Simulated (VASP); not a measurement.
Input:

```
CELL_PARAMETERS angstrom
      0.00000     2.56063     2.56063
      2.56063     0.00000     2.56063
      2.56063     2.56063     0.00000
ATOMIC_POSITIONS crystal
  Ge 0.00000 0.00000 0.00000
  W  0.50000 0.50000 0.50000
```

These are r2SCAN meta-GGA, VASP's PBE PAW potentials (set 64) (plane waves; VASP 6.6.1) values and carry that method's errors. Settings: 400 eV cut-off, 14×14×14 Γ-centred mesh, tetrahedra with Blöchl corrections, potentials Ge_d W_sv.

Task: Give the energies of bands 11 to 17 at the high-symmetry points, in eV from the Fermi level.

Result: 
| band | Γ | X | U | L | W |
|---|---|---|---|---|---|
| 11 | -1.80 | -4.65 | -5.10 | -7.56 | -4.46 |
| 12 | -1.80 | -3.62 | -4.60 | -4.18 | -4.46 |
| 13 | -1.80 | -0.66 | -2.97 | -4.18 | -4.42 |
| 14 | -1.11 | -0.66 | -0.96 | 0.49 | 0.90 |
| 15 | -1.11 | -0.05 | 0.77 | 0.49 | 0.99 |
| 16 | 2.41 | 1.25 | 1.88 | 1.36 | 0.99 |
| 17 | 2.41 | 1.25 | 2.40 | 5.04 | 1.25 |

It has no gap at this level: it comes out as a metal or semimetal.

The structure was generated: GeW was put into the rocksalt type (Fm-3m), which need not be its known phase. It was relaxed first, which changed the volume by -25 %.
